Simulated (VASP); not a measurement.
Runs of VASP 6.6.1 on SiO2. Symmetry: P4_12_12, No. 92, tetragonal system. The conventional cell has a = 5.075 Å, b = 5.075 Å, c = 7.085 Å, α = 90.00°, β = 90.00°, γ = 90.00°. Si (site symmetry 2) has 4 O at 1.62 Å as nearest neighbours. O (site symmetry 1) is surrounded by 2 Si at 1.62 Å. The cell is a database's computed one.

| level | potentials or basis | k mesh | grid for exact exchange (PRECFOCK) | screening parameter | exchange at q = 0 | gap on the mesh (eV) | largest force (eV/Å) |
| --- | --- | --- | --- | --- | --- | --- | --- |
| HSE06 | VASP PAW PBE potentials, release 64 (Si, O) | 6 × 6 × 4 | Fast | 0.2 1/A | - | 7.33 | 0.31 |
| r2SCAN | VASP PAW PBE potentials, release 64 (Si, O) | 8 × 8 × 6 | - | - | - | (a) | 0.25 |
| PBE0 | VASP PAW PBE potentials, release 64 (Si, O) | 6 × 6 × 4 | Fast | - | truncated | 8.07 | 0.31 |
| LDA | VASP PAW LDA potentials, release 64 (Si, O) | 8 × 8 × 6 | - | - | - | (b) | 0.30 |

Alike in all rows: task band structure; no spin polarisation; cell as given; cutoff (eV) 450; smearing gaussian 0.02 eV.

Question: Estimate the missing entries.

Answer: (a) 6.15; (b) 5.31.

Caveats: the PAW data sets were made with another functional, which shifts forces and pressure a little (some runs).

Runs at the PBE level aren't shown here.
